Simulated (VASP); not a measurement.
VASP, PAW. Cohesive energy of MnF$_{2}$ (rutile) (static; atoms at Hund's-rule spin).

```json
[
 {"level": "LDA", "cohesive energy (eV/atom)": "5.20"},
 {"level": "PBE", "cohesive energy (eV/atom)": "4.40"}
]
```

Q: Estimate the cohesive energy from PBEsol, r2SCAN.

A: 
| Quantity | Value |
|---|---|
| PBEsol | 4.67 eV/atom |
| r2SCAN | 4.53 eV/atom |

Only levels that ran to the end are used. Left out are those held back, those with too coarse a band path, GW runs whose mesh misses a band edge, hybrids' fits of cells that aren't cubic and levels without matching references; a question may draw on a part of the rest.
